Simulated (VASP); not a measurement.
All values below come from PBE GGA, VASP's PBE PAW potentials (set 64) (plane waves; VASP).

VASP input:

### INCAR
```
SYSTEM = Te
PREC = Accurate
ENCUT = 520
EDIFF = 1E-6
NELM = 100
ALGO = Normal
LREAL = .FALSE.
LASPH = .TRUE.
ISMEAR = 0
SIGMA = 0.05
GGA = PE
LMAXMIX = 4
LWAVE = .FALSE.
LCHARG = .FALSE.
IBRION = 2
ISIF = 3
NSW = 60
EDIFFG = -0.01
```

**POSCAR**
```
Te
1.0
  2.2669817230  -3.9265272082   0.0000000000
  2.2669817230   3.9265272082   0.0000000000
  0.0000000000   0.0000000000   5.9451009044
Te
3
Cartesian
  0.6055629069   1.0488656375   3.9634025846
  3.3228376322  -0.0000000000   0.0000000000
  0.6055629069  -1.0488656375   1.9816983198
```

### KPOINTS
```
Regular mesh
0
G
 6 6 4
```

POTCAR, in this order: Te (PBE.64 set). Program: vasp_std.

Unless said otherwise, spin-orbit coupling is left out, though it shifts the bands of the heavy elements here.

Question: Estimate the energy per atom (σ→0), band gap (on the k-mesh).

Answer: 
- energy per atom (σ→0): -3.142 eV/atom
- band gap (on the k-mesh): 0.24 eV

**OSZICAR**
```
...
DAV:   6    -0.943009734352E+01    0.16881E-01   -0.20874E-02   649   0.981E-01    0.729E+00
DAV:   7    -0.942777256593E+01    0.23248E-02   -0.44617E-02   664   0.147E+00    0.321E-01
DAV:   8    -0.942702473943E+01    0.74783E-03   -0.81080E-03   639   0.572E-01    0.147E-01
DAV:   9    -0.942706685214E+01   -0.42113E-04   -0.22673E-04   805   0.116E-01    0.100E-01
DAV:  10    -0.942710613507E+01   -0.39283E-04   -0.55708E-05   645   0.540E-02    0.187E-02
DAV:  11    -0.942710246176E+01    0.36733E-05   -0.14608E-05   669   0.258E-02    0.711E-03
DAV:  12    -0.942710277987E+01   -0.31812E-06   -0.12767E-06   402   0.785E-03
   1 F= -.94271028E+01 E0= -.94271010E+01  d E =-.942710E+01
```

The compound is Te in the trig structure. It was relaxed first. The start is the result of an earlier pass.
